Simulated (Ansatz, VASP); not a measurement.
# Cross-check of SbAsN2 (CuAu-ordered zincblende type (invented)) between VASP and Ansatz

One calculation is typed for both programs; each brings its own data sets. How far apart do they land? The cell is generated by rule, not measured, and may not be a known phase. Of the first pair: The two relaxations start from unlike cells of this crystal (the structure described is Ansatz's start), so only their ends are compared.

Calculated with Ansatz 0.2.0; plane waves, with VASP 6.6.1 beside it; relaxation of cell and atoms at PBEsol.

## 1. Set-up

Symmetry: P-4m2, No. 115, tetragonal system. Conventional cell: a = 3.315 Å, b = 3.315 Å, c = 4.688 Å, α = 90.00°, β = 90.00°, γ = 90.00°. Nearest to As lie 4 N at 2.03 Å. Sb has 4 N at 2.03 Å nearest. Nearest to N lie 2 As at 2.03 Å and 2 Sb at 2.03 Å. Farther neighbours and most contacts between anions are not listed.

As a file:

```cif
data_structure
_symmetry_space_group_name_H-M 'P 1'
_symmetry_Int_Tables_number 1
_cell_length_a 3.3150
_cell_length_b 3.3150
_cell_length_c 4.6881
_cell_angle_alpha 90.000
_cell_angle_beta 90.000
_cell_angle_gamma 90.000
_cell_volume 51.52
loop_
_atom_site_label
_atom_site_type_symbol
_atom_site_fract_x
_atom_site_fract_y
_atom_site_fract_z
_atom_site_occupancy
As1 As 0.00000 0.00000 0.00000 1
Sb2 Sb 0.50000 0.50000 0.50000 1
N3 N 0.00000 0.50000 0.25000 1
N4 N 0.50000 0.00000 0.75000 1
```

## 2. Ansatz: relaxation of cell and atoms, PBEsol, pair 1

Ansatz runs on its default PAW (the set named soft_2) files.

The relaxed volume is the usual yardstick between codes: in a stiff, nearly cubic crystal its relative difference is about their pressure difference at one cell divided by the bulk modulus.

input.yaml reads:

```yaml
crystal:
  lattice:
    - [3.31498, 0.0, 0.0]
    - [0.0, 3.31498, 0.0]
    - [0.0, 0.0, 4.68808]
  atoms:
    - { symbol: As, position: [0.0, 0.0, 0.0] }
    - { symbol: Sb, position: [0.5, 0.5, 0.5] }
    - { symbol: "N", position: [0.0, 0.5, 0.25] }
    - { symbol: "N", position: [0.5, 0.0, 0.75] }
kpoints:
  mp_grid: { grid: [6, 6, 4] }
hamiltonian:
  xc: pbesol
scf:
  occupations: { method: gaussian, width: 0.1 }
output:
  forces: true
  stress: true
  eigenvalues: true
relax:
  adjacent_minimum: "off"
  f_tol: 0.05
  max_steps: 80
  cell: { stress_tol: 0.5 }
```

On the command line:

```console
ansatz run input.yaml --threads 2 --pin off --max-ram 5120MiB --backend cpu --events-out ev --progress --plain --runs-dir out
```

Numbers of over 12 decimals in the logs are rounded to 6 here.

The log of the run:

```text
The last accepted step is kept in <dir> (removed where the run ends without a failure and the disk answers)
Engine: ansatz 0.2.0, aarch64-unknown-linux-gnu
Pseudopotentials: kind: paw
Pseudopotential: As, paw, valence charge 15, recommended cutoff 420 eV (normal), As.paw.azcp
Pseudopotential: Sb, paw, valence charge 15, recommended cutoff 420 eV (normal), Sb.paw.azcp
Pseudopotential: N, paw, valence charge 5, recommended cutoff 420 eV (normal), N.paw.azcp
Functional definition: PBEsol
  exchange = pbesol_x
  correlation = pbesol_c
Crystal: 4 atoms, lattice volume = 51.518 Å³
Basis set: ecut = 420 eV, 1023 PW (Γ), exchange–correlation on 48×48×64 points (8 copies of the dense FFT grid, shifted against one another)
Bands: 24, of which v1, the nominal top of the filled ones, is band 20 counted from 1 (19 counted from 0)
Symmetry: 8 space group operations
Space group: P-4m2 (ITA 115), of the structure as read, at distance tolerance 3.7e-5 Å
k-points: 30 of 144 (time reversal used)
Non-local potential: As, projectors of the file, l = 0: 2, l = 1: 2, l = 2: 3, l = 3: 1
Non-local potential: Sb, projectors of the file, l = 0: 2, l = 1: 2, l = 2: 2, l = 3: 2
Non-local potential: N, projectors of the file, l = 0: 2, l = 1: 2, l = 2: 1
PAW form: soft (Blöchl's): semilocal exchange-correlation on the pseudo side does not see the compensation charge
PAW frozen core: As, regenerated for the run's functional, and the local potential with it (the file was generated under x = pbe(κ = 0.804, μ = 0.219515), c = pbe(β = 0.066725))
PAW frozen core: Sb, regenerated for the run's functional, and the local potential with it (the file was generated under x = pbe(κ = 0.804, μ = 0.219515), c = pbe(β = 0.066725))
PAW frozen core: N, regenerated for the run's functional, and the local potential with it (the file was generated under x = pbe(κ = 0.804, μ = 0.219515), c = pbe(β = 0.066725))
PAW one-centre angular grid: As, 590 points (default); XC on 64 Gauss nodes
PAW one-centre angular grid: Sb, 590 points (default); XC on 64 Gauss nodes
PAW one-centre angular grid: N, 110 points (default); XC on 64 Gauss nodes
Initial density: superposition of atomic densities (neutral atoms: chi_scale 0, normalization atom), corrected by the library's trained network
Initial wavefunctions: pseudopotential atomic-orbital guess
Functional: x = pbesol(κ = 0.804, μ = 0.123457), c = pbesol(β = 0.046)
SCF iter   1: F=—  HF=-11972.614130 eV  |F-HF|=—  |Δ(HF+E_count)|=         —  Δρ=1.28e-2  dr2=1.12e-1  ethr=1.77e-3  ⟨swp⟩=5.4  Hψ=3203  notcnv=0
preconditioner: auto → none  [insulator: Δε(μ)=0.132 eV  Ē_g=11.215 eV  σ=0.100 eV  W_gap=0.59  n_scr=14 (ndim 8)  ℏωp=23.1 eV  f_vac=0.008  D(μ)=1.06/eV (n_scr^D=6)  ε∞_Penn≈5.3]
SCF iter   2: F=—  HF=-11972.591114 eV  |F-HF|=—  |Δ(HF+E_count)|=   2.30e-2  Δρ=4.00e-3  dr2=1.00e-2  ethr=2.80e-4  ⟨swp⟩=2.0  Hψ=1052  notcnv=0  defer=1
SCF iter   3: F=—  HF=-11972.590926 eV  |F-HF|=—  |Δ(HF+E_count)|=   1.88e-4  Δρ=9.44e-4  dr2=3.19e-4  ethr=2.51e-5  ⟨swp⟩=2.0  Hψ=938  notcnv=0  defer=2
SCF iter   4: F=—  HF=-11972.591064 eV  |F-HF|=—  |Δ(HF+E_count)|=   1.38e-4  Δρ=3.23e-4  dr2=1.01e-4  ethr=7.98e-7  ⟨swp⟩=2.3  Hψ=1118  notcnv=0  defer=2
SCF iter   5: F=—  HF=-11972.591040 eV  |F-HF|=—  |Δ(HF+E_count)|=   2.41e-5  Δρ=5.36e-5  dr2=1.26e-6  ethr=2.54e-7  ⟨swp⟩=2.0  Hψ=936  notcnv=0  defer=2
SCF iter   6: F=—  HF=-11972.591084 eV  |F-HF|=—  |Δ(HF+E_count)|=   4.45e-5  Δρ=1.58e-5  dr2=8.21e-8  ethr=2.50e-10  ⟨swp⟩=6.9  Hψ=3456  notcnv=0
SCF iter   7: F=-11972.591084 eV  HF=-11972.591084 eV  |F-HF|=4.47e-10  |Δ(HF+E_count)|=   9.39e-9  Δρ=2.97e-6  dr2=2.50e-9  ethr=2.05e-10  ⟨swp⟩=3.0  Hψ=2672  notcnv=0
SCF 1 converged in 7 iterations: F = -11972.591084 eV  dr2 = 2.50e-9
  greatest PAW one-centre occupation: 1.000 electrons in one spin orbital (limit 2), on the As atom at site 0 (counted from 0), in its partial waves of l = 2
relax step   1: F+E_penalty+E_count = -11972.59108429 eV  Δ(F+E_penalty+E_count) = +0.000e0 eV  max|allowed force component| = 7.713e-1 eV/Å  Δτ_max = 0.0000 Å  P = +42.972 GPa  Ω = 51.518 Å³  (7 SCF iters, dr2 threshold 1.00e-7 eV, accepted)
[...]
relax step  18: F+E_penalty+E_count = -11975.77939395 eV  Δ(F+E_penalty+E_count) = -7.577e-3 eV  max|allowed force component| = 1.561e-2 eV/Å  Δτ_max = 0.0000 Å  P = +0.243 GPa  Ω = 57.590 Å³  stress off target by 5.81e-1 GPa  SCF on the basis re-selected at this cell (its energy is not comparable with the rows above)  (6 SCF iters)
[...]
relax step  19: F+E_penalty+E_count = -11975.77942832 eV  Δ(F+E_penalty+E_count) = -3.437e-5 eV  max|allowed force component| = 6.843e-3 eV/Å  Δτ_max = 0.0019 Å  P = +0.036 GPa  Ω = 57.711 Å³  energy of the carried Pulay correction = -2.593e-4 eV  (6 SCF iters, dr2 threshold 4.00e-7 eV, accepted)
[...]
relax step  20: F+E_penalty+E_count = -11975.77970600 eV  Δ(F+E_penalty+E_count) = -2.777e-4 eV  max|allowed force component| = 6.892e-3 eV/Å  Δτ_max = 0.0000 Å  P = +0.037 GPa  Ω = 57.711 Å³  stress off target by 5.40e-2 GPa  SCF on the basis re-selected at this cell (its energy is not comparable with the rows above)  (7 SCF iters)
basis re-selected at this cell: Δ(F+E_penalty+E_count) = -2.777e-4 eV, ΔP = +0.001 GPa vs the last step (what re-selecting the basis moved, of the pressure what is left beyond the Pulay correction that the steps carried, after the strain that the cell walked since its last selection, with what the two solves' SCF thresholds leave and, on support functions, any second-order correction that the steps lacked; it is no m [...]
SCF converged after 7 iterations
Free energy (F): -11975.779706 eV
Harris-Foulkes:  -11975.779706 eV  (|F-HF|=5.46e-12)
Internal energy: -11975.775393 eV  (E = F + TS)
E sigma→0 (E₀):  -11975.777550 eV
Entropy (-TS):   -0.004313 eV (-1.078 meV/atom)
Fermi energy:    12.248537 eV
--- Per-component energies (eV) ---
  E_band       = -348.430755
  E_kinetic    = 568.817102
  E_local      = -3549.943206  (includes V_loc(G=0)·N_el)
  E_nonlocal   = -207.913708
  E_hartree    = 1736.813312
  E_xc         = -334.391582
  E_vxc        = -326.964542  (∫ρ·V_xc dr)
  E_paw        = -6540.405776  (= ΣΔE_a)
  E_vpaw       = -306.053211  (= ΣTr[D̂ρ^β])
  E_aug_tail   = 0.000184  (compensation charges beyond the density's cutoff)
  E_ewald      = -3650.106201
  E_core_change = 1.354483  (= ΣΔE_core)
  E_smearing   = -0.004313  (= −TS)
  E_closure    = 0.000000  (closes the sum)
  Σ components = -11975.779706   (vs F -11975.779706, Δ=0.00e0)
--- Forces (eV/Å), atoms counted from 1 ---
  atom   1  As    -0.00000000    -0.00000000    -0.00000000
  atom   2  Sb    -0.00000000    -0.00000000     0.00000000
  atom   3  N      0.00000000    -0.00000000     0.00689249
  atom   4  N      0.00000000     0.00000000    -0.00689249
  max |Σ_I F_I| component: 1.73e-16 eV/Å
--- Stress (GPa, compression-positive) ---
        0.028059       0.000000       0.000000
        0.000000       0.028059       0.000000
        0.000000       0.000000       0.053967
  P = ⅓ Tr σ = 0.0367 GPa (0.367 kbar)
--- Band table (eV; the first three rows and the last of 30) ---
  k-point 0: bands = [... 16 lower, 6.7243, 10.2085, 10.2085, 12.8659, 13.1883, 14.3393, 16.5752, 16.5752]
  k-point 1: bands = [... 16 lower, 8.3673, 10.1609, 10.1609, 12.1134, 12.9636, 14.8180, 16.7947, 16.7947]
  k-point 2: bands = [... 16 lower, 9.6799, 10.1141, 10.1141, 10.9641, 12.9803, 15.0480, 17.0529, 17.0529]
  k-point 29: bands = [... 16 lower, 6.1059, 6.6470, 10.4481, 10.4907, 10.4907, 14.3069, 14.3069, 15.0829]
--- Relaxed structure (17 steps of the walk, 16 accepted, 3 SCFs on fresh bases) ---
  F+E_penalty+E_count = -11975.77970600 eV   max|allowed force component| = 6.892e-3 eV/Å   (the final SCF, on the basis selected at the relaxed cell)
  cell:  # Å, volume = 57.7109 Å³
    - [2.996119, 0, -6.07169529152125e-17]
    - [0, 2.996119, 0]
    - [-8.586656107208769e-17, 0, 6.428940]
  atoms:
    - { symbol: As, position: [0, 0, 0] }
    - { symbol: Sb, position: [0.5, 0.5, 0.5] }
    - { symbol: N, position: [3.2414013207682655e-18, 0.5, 0.167421] }
    - { symbol: N, position: [0.5, 0, 0.832579] }
```

## 3. VASP: relaxation of cell and atoms, PBEsol, pair 1

Its own start cell and the same functional, mesh and smearing now go to VASP, with its own data sets.

Lines of VASP's logs that name or quote its potential files are left out, and so is its time.

INCAR reads:

```
SYSTEM = SbAsN2
PREC = Accurate
ENCUT = 600
EDIFF = 1E-07
NELM = 120
ISMEAR = 0
SIGMA = 0.1
LREAL = .FALSE.
ALGO = Normal
GGA = PS
NBANDS = 16
LORBIT = 11
LWAVE = .FALSE.
LCHARG = .FALSE.
ISIF = 3
IBRION = 2
NSW = 80
EDIFFG = -0.005
LASPH = .TRUE.
GGA_COMPAT = .FALSE.
NELMIN = 4
KPAR = 2
```

POSCAR reads:

```
SbAsN2
1.0
    3.0069479932      0.0000000000      0.0000000000
    0.0000000000      3.0069479932      0.0000000000
    0.0000000000      0.0000000000      6.3454961061
As Sb N
1 1 2
Direct
    0.0000000000      0.0000000000      0.0000000000
    0.5000000000      0.5000000000      0.5000000000
    0.0000000000      0.5000000000      0.1701619290
    0.5000000000      0.0000000000      0.8298380710
```

KPOINTS reads:

```
Automatic mesh
0
Gamma
6 6 4
0 0 0
```

The projector-augmented-wave data sets are As, Sb and N (PBE family, release 64).

On the command line:

```console
mpirun -np 2 vasp_std
```

The log of the run:

```text
[banner, memory and clock lines left out]
running    2 mpi-ranks, on    1 nodes
 distrk:  each k-point on    1 cores,    2 groups
 distr:  one band on    1 cores,    1 groups

 POSCAR found type information on POSCAR AsSbN
 POSCAR found :  3 types and       4 ions
|                                                                             |
|               ----> ADVICE to this user running VASP <----                  |
|                                                                             |
|     You enforced a specific xc type in the INCAR file but a different       |
|     [... a line on the potential file left out ...]
|     I HOPE YOU KNOW WHAT YOU ARE DOING!                                     |
|                                                                             |

 LDA part: xc-table for (Slater+PW92), standard interpolation
 POSCAR, INCAR and KPOINTS ok, starting setup
 FFT: planning ... GRIDC
 FFT: planning ... GRID_SOFT
 FFT: planning ... GRID
 WAVECAR not read
 entering main loop
       N       E                     dE             d eps       ncg     rms          rms(c)
DAV:   1     0.101274996929E+03    0.10127E+03   -0.10091E+04   960   0.126E+03
DAV:   2    -0.200402390059E+02   -0.12132E+03   -0.11570E+03  1312   0.235E+02
DAV:   3    -0.275072617196E+02   -0.74670E+01   -0.74165E+01  1296   0.675E+01
DAV:   4    -0.275778934416E+02   -0.70632E-01   -0.70606E-01  1080   0.711E+00
DAV:   5    -0.275788771843E+02   -0.98374E-03   -0.98347E-03  1280   0.788E-01    0.113E+01
DAV:   6    -0.246029400870E+02    0.29759E+01   -0.96620E+00  1272   0.242E+01    0.464E+00
DAV:   7    -0.246217985363E+02   -0.18858E-01   -0.10201E+00  1008   0.753E+00    0.265E+00
DAV:   8    -0.245867659781E+02    0.35033E-01   -0.98154E-02  1288   0.242E+00    0.846E-01
DAV:   9    -0.245790237044E+02    0.77423E-02   -0.13186E-02  1264   0.960E-01    0.126E-01
DAV:  10    -0.245791932817E+02   -0.16958E-03   -0.14588E-03  1128   0.293E-01    0.653E-02
DAV:  11    -0.245792270102E+02   -0.33728E-04   -0.88088E-05  1224   0.721E-02    0.241E-02
DAV:  12    -0.245792226743E+02    0.43359E-05   -0.56384E-05  1160   0.589E-02    0.981E-03
DAV:  13    -0.245792219461E+02    0.72813E-06   -0.55614E-06  1152   0.199E-02    0.379E-03
DAV:  14    -0.245792217721E+02    0.17407E-06   -0.60815E-07  1216   0.625E-03    0.988E-04
DAV:  15    -0.245792216773E+02    0.94807E-07   -0.27323E-08   568   0.142E-03
   1 F= -.24579222E+02 E0= -.24577355E+02  d E =-.245792E+02
[...]
2 F= -.24584251E+02 E0= -.24582263E+02  d E =-.502937E-02
[...]
3 F= -.24584564E+02 E0= -.24582598E+02  d E =-.534233E-02
[...]
4 F= -.24585659E+02 E0= -.24583611E+02  d E =-.109519E-02
[...]
5 F= -.24585676E+02 E0= -.24583636E+02  d E =-.111150E-02
[...]
6 F= -.24585748E+02 E0= -.24583700E+02  d E =-.726514E-04
 trial-energy change:   -0.000073  1 .order   -0.000073   -0.000115   -0.000031
 step:   1.2845(harm=  1.2845)  dis= 0.00210  next Energy=   -24.585754 (dE=-0.783E-04)
 bond charge predicted
       N       E                     dE             d eps       ncg     rms          rms(c)
DAV:   1    -0.245857594490E+02   -0.11288E-04   -0.25192E-03   960   0.393E-01    0.185E-02
DAV:   2    -0.245857544117E+02    0.50374E-05   -0.41399E-05  1320   0.510E-02    0.588E-03
DAV:   3    -0.245857540168E+02    0.39489E-06   -0.31406E-06  1184   0.142E-02    0.269E-03
DAV:   4    -0.245857538308E+02    0.18600E-06   -0.27749E-07   936   0.430E-03    0.121E-03
DAV:   5    -0.245857537658E+02    0.64998E-07   -0.10376E-07   512   0.233E-03
   7 F= -.24585754E+02 E0= -.24583702E+02  d E =-.782599E-04
 curvature:  -0.69 expect dE=-0.256E-07 dE for cont linesearch -0.143E-09
 trial: gam=-0.00501 g(F)=  0.365E-08 g(S)=  0.336E-07 ort = 0.165E-06 (trialstep = 0.101E+01)
 search vector abs. value=  0.389E-07
 reached required accuracy - stopping structural energy minimisation
```

Parts of OUTCAR (step 3):

```text
ion  position               nearest neighbor table
   1  0.000  0.000  0.000-   3 1.85   4 1.85   3 1.85   4 1.85
   2  0.500  0.500  0.500-   3 2.58   4 2.58   4 2.58   3 2.58
   3  0.000  0.500  0.170-   1 1.85   1 1.85   2 2.58   2 2.58
   4  0.500  0.000  0.830-   1 1.85   1 1.85   2 2.58   2 2.58

  LATTYP: Found a simple tetragonal cell.
 ALAT       =     3.0069479932
 C/A-ratio  =     2.1102779697

 Subroutine GETGRP returns: Found  8 space group operations
 (whereof  8 operations were pure point group operations)

The static configuration has the point symmetry D_2d.

 Found     30 irreducible k-points:

   k-points           NKPTS =     30   k-points in BZ     NKDIM =     30   number of bands    NBANDS=     16

   dimension x,y,z NGX =    24 NGY =   24 NGZ =   54
   dimension x,y,z NGXF=    48 NGYF=   48 NGZF=  108

   ENCUT  =  600.0 eV  44.10 Ry    6.64 a.u.   6.01  6.01 12.67*2*pi/ulx,y,z

   NELECT =      20.0000    total number of electrons

 k-points in reciprocal lattice and weights: Automatic mesh
   0.00000000  0.00000000  0.00000000       0.007
   0.16666667  0.00000000  0.00000000       0.028
   0.33333333  0.00000000  0.00000000       0.028
   0.50000000  0.00000000  0.00000000       0.014
   0.16666667  0.16666667  0.00000000       0.028
   0.33333333  0.16666667  0.00000000       0.056
   0.50000000  0.16666667  0.00000000       0.028
   0.33333333  0.33333333  0.00000000       0.028
   0.50000000  0.33333333  0.00000000       0.028
[...]
0.50000000  0.33333333  0.50000000       0.028
   0.50000000  0.50000000  0.50000000       0.007

 average (electrostatic) potential at core
       1 -49.0718       2 -85.0406       3 -61.6676       4 -61.6676

 E-fermi :   8.0513

 k-point     1 :       0.0000    0.0000    0.0000
  band No.  band energies     occupation
    ...
      5       2.1946      2.00000
      6       2.1946      2.00000
      7       2.5192      2.00000
      8       5.9846      2.00000
      9       5.9846      2.00000
     10       8.6229      0.00000
     11       8.9410      0.00000
     12      10.1841      0.00000
     13      12.3269      0.00000
     14      12.3269      0.00000
    ...

 k-point     2 :       0.1667    0.0000    0.0000
  band No.  band energies     occupation
    ...
      5       1.9562      2.00000
      6       2.3585      2.00000
      7       3.2050      2.00000
      8       5.4428      2.00000
      9       6.0735      2.00000
     10       8.4436      0.00000
     11       9.0540      0.00000
     12      10.5043      0.00000
     13      11.0226      0.00000
     14      12.7480      0.00000
    ...

 k-point     3 :       0.3333    0.0000    0.0000
  band No.  band energies     occupation
    ...
      6       2.7142      2.00000
      7       2.8011      2.00000
      8       5.1737      2.00000
      9       6.2603      2.00000
     10       6.3650      2.00000
     11       8.9690      0.00000
     12       9.9431      0.00000
     13      12.5511      0.00000
     14      13.6380      0.00000
     15      14.2440      0.00000
    ...

  Total        0.0011796      0.0011796      0.0000329      0.0000000      0.0000000     -0.0000000
  in kB        0.0326412      0.0326412      0.0009118      0.0000000      0.0000000     -0.0000000
  external PRESSURE =       0.0220647 kB  Pullay stress =       0.0000000 kB

  energy-cutoff  :      600.00
  volume of cell :       57.90
      direct lattice vectors                 reciprocal lattice vectors
     3.001888045  0.000000000 -0.000000000     0.333123683  0.000000000 -0.000000000
     0.000000000  3.001888045  0.000000000     0.000000000  0.333123683  0.000000000
     0.000000000  0.000000000  6.425012522     0.000000000  0.000000000  0.155641720

 POSITION                                       TOTAL-FORCE (eV/Angst)
 -----------------------------------------------------------------------------------
      0.00000      0.00000      0.00000         0.000000      0.000000      0.000000
      1.50094      1.50094      3.21251         0.000000     -0.000000      0.000000
      0.00000      1.50094      1.08645         0.000000      0.000000      0.000195
      1.50094      0.00000      5.33857        -0.000000      0.000000     -0.000195
 -----------------------------------------------------------------------------------
    total drift:                                0.000000      0.000000      0.000000

  FREE ENERGIE OF THE ION-ELECTRON SYSTEM (eV)
  ---------------------------------------------------
  free  energy   TOTEN  =       -24.5857537658 eV

  energy  without entropy=      -24.5816512065  energy(sigma->0) =      -24.58370249

 reached required accuracy - stopping structural energy minimisation

 total charge
# of ion       s       p       d       tot
------------------------------------------
    1        1.145   1.424   0.269   2.838
    2        1.280   0.987   0.058   2.324
    3        1.274   2.389   0.000   3.663
    4        1.274   2.389   0.000   3.663
--------------------------------------------------
tot          4.973   7.189   0.327  12.489

[... 3 further parts left out ...]
```

CONTCAR:

```
SbAsN2
   1.00000000000000
     3.0018880449675995    0.0000000000000000   -0.0000000000000000
     0.0000000000000000    3.0018880449675995    0.0000000000000000
     0.0000000000000000    0.0000000000000000    6.4250125222703831
  As              Sb              N
     1     1     2
Direct
     0.0000000000000000    0.0000000000000000    0.0000000000000000
     0.5000000000000000    0.5000000000000000    0.5000000000000000
     0.0000000000000000    0.5000000000000000    0.1690964840831789
     0.5000000000000000    0.0000000000000000    0.8309035159168212
```

The k-mesh is coarse for a metal.

## 4. Comparison

Known differences besides the potentials themselves: the data sets hold 40 valence electrons in Ansatz (on its default PAW (the set named soft_2) files) and 20 in VASP; the cutoff is 420 eV in Ansatz and 600 eV in VASP; Ansatz makes its cores anew for this functional, VASP keeps those of its PBE data sets; Ansatz adds a Pulay correction to the stress that steers its cell, VASP none. Total energies have different zeros and are not compared.

The two programs side by side:

```tsv
quantity	Ansatz	VASP	difference
volume (Å³)	57.71	57.90	-0.32 %
edge a after relaxation, in the typed setting (Å)	2.996	3.002	-0.19 %
edge c after relaxation, in the typed setting (Å)	6.429	6.425	+0.06 %
```

[end of part 1 of 2]

[Lines on the potential files, build, host, timing and source positions are cut from VASP's logs without a mark.]

[Logs are printed without paths, hosts, clocks, repeated set-up lines and the standing remarks that a program may print on its own settings, such as how far it seeks lower states.]

[Hosts, paths, dates, database ids (printed as entryN), source tags and the programs' standing remarks are cut or masked in the printed files.]
